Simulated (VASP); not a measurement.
GW runs with VASP on CaO (rock salt), on PBE orbitals with a Kohn-Sham gap of 3.65 eV on the mesh.

Space group Fm-3m (No. 225); a = b = c = 4.810 Å, α = β = γ = 90.00°

```tsv
atom	site	symmetry	x	y	z
Ca	4a	m-3m	0.0000	0.0000	0.0000
O	4b	m-3m	0.5000	0.5000	0.5000
```
(The calculation used a cell of 2 atoms; values per cell refer to that cell.)

Settings: PREC = Normal, 500 eV cut-off, 4×4×4 Γ-centred mesh, Gaussian smearing of 0.010 eV, potentials Ca_sv_GW O_GW_new.

The mesh is coarse and the basis finite, so the quasiparticle values are not converged.

```csv
run,level,NBANDS,ENCUTGW (eV),QP gap (eV),smallest direct QP gap (eV)
run 1,"G0W0@PBE, 1 step(s)",64,150,5.81,6.21
run 2,"G0W0@PBE, 1 step(s)",160,200,5.98,6.40
run 3,"evGW0@PBE, 4 step(s)",160,200,?,?
```

Problem. What belongs in the gaps?

Solution. 
- run 3, QP gap (eV): 6.53
- run 3, smallest direct QP gap (eV): 6.84

Left out are failed runs and those that VASP or the mesh makes unfit.

The compound is CaO in the rock salt structure. The cell was not relaxed at this level.
